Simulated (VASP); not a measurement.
An input for Quantum ESPRESSO's pw.x (written as the equivalent of a VASP run, and not itself run):

```
&CONTROL
  calculation = 'vc-relax'
  pseudo_dir = './pseudo'
  outdir = './out'
  tprnfor = .true.
  tstress = .true.
  nstep = 60
  forc_conv_thr = 0.00039
/
&SYSTEM
  ibrav = 0
  nat = 2
  ntyp = 2
  ecutwfc = 66
  occupations = 'smearing'
  smearing = 'gaussian'
  degauss = 0.003675
  input_dft = 'pw91'
/
&ELECTRONS
  conv_thr = 7.3e-08
  electron_maxstep = 100
/
&IONS
/
&CELL
/
ATOMIC_SPECIES
  Hg 200.592 Hg.upf
  S 32.060 S.upf
CELL_PARAMETERS angstrom
     0.0000000    2.9250000    2.9250000
     2.9250000    0.0000000    2.9250000
     2.9250000    2.9250000    0.0000000
ATOMIC_POSITIONS crystal
  Hg   0.0000000  0.0000000  0.0000000
  S    0.2500000  0.2500000  0.2500000
K_POINTS automatic
  7 7 7 0 0 0
```

Q: Translate this input to VASP (INCAR, KPOINTS, POSCAR, choice of POTCAR).

A: Several could match; the one computed here: 
File POSCAR:
```
HgS
1
    0.0000000000     2.9250000000     2.9250000000
    2.9250000000     0.0000000000     2.9250000000
    2.9250000000     2.9250000000     0.0000000000
Hg S
1 1
Direct
  0.0000000000   0.0000000000   0.0000000000
  0.2500000000   0.2500000000   0.2500000000
```

KPOINTS:
```
Automatic mesh
0
Gamma
7 7 7
0 0 0
```

INCAR:
```
ALGO = Normal
EDIFF = 1E-6
EDIFFG = -0.01
ENCUT = 520
GGA = 91
IBRION = 2
ISIF = 3
ISMEAR = 0
LASPH = .True.
LCHARG = .False.
LMAXMIX = 6
LREAL = .False.
LWAVE = .False.
NELM = 100
NSW = 60
PREC = Accurate
SIGMA = 0.05
SYSTEM = HgS
```

POTCAR, in this order: Hg S (PBE.64 set). Program: vasp_std.

Limits of the translation: the potentials are each code's own (VASP's PAW set, PseudoDojo norm-conserving files in pw.x), so ENCUT and ecutwfc are chosen apart and not converted; conv_thr bounds pw.x's estimated SCF error, while EDIFF bounds the energy change between steps; forc_conv_thr acts on force components and is met together with etot_conv_thr.

The compound is HgS in the zinc blende structure, metacinnabar; cinnabar is the stable form. This run relaxes it. Symmetry was kept, so distortions that lower it aren't found.
